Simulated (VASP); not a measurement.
Crystal: Si3Ge.

```
Si Ge
1.0
     2.71500    0.00000    0.00000
    -1.35750    2.35126    0.00000
     0.00000    0.00000   10.11061
Si Ge
3 1
Direct
  0.00000 0.00000 0.50000
  0.00000 0.00000 0.74356
  0.00000 0.00000 0.25644
  0.00000 0.00000 0.00000
```

The cell was built by a generator and needn't be a form met in nature.

- Program: VASP 6.6.1
- Task: relaxation of cell and atoms
- Functional: PBE
- Potentials or basis: VASP PAW PBE potentials, release 64 (Si, Ge_d)
- Cutoff: 600 eV
- k mesh: 11 × 11 × 3
- Occupations: gaussian, width 0.05 eV
- Spin: no spin polarisation

At the start: pressure 0.4 GPa; volume 16.14 Å³/atom.

Task: How do energy, volume and symmetry change on relaxing?

Result: Over 6 steps the energy falls by 3.5 meV/atom and the volume is 16.19 Å³/atom (+0.4 %); space group P6/mmm (No. 191, to 0.05 Å).

Step by step:
```
step  energy change (eV)  largest force (eV/Å)  pressure (GPa)  volume (Å³)
   1              0.0000                0.0076            0.43        64.54
   2             -0.0101                0.0017           -0.22        64.93
   3             -0.0141                0.0148           -0.05        64.80
   4             -0.0141                0.0148           -0.01        64.79
   5             -0.0141                0.0149           -0.01        64.79
   6             -0.0141                0.0097            0.04        64.77
```

Final structure:
```
Si Ge
1.0
     2.70259    0.00000    0.00000
    -1.35129    2.34051    0.00000
     0.00000    0.00000   10.24015
Si Ge
3 1
Direct
  0.00000 0.00000 0.50000
  0.00000 0.00000 0.74352
  0.00000 0.00000 0.25648
  0.00000 0.00000 0.00000
```
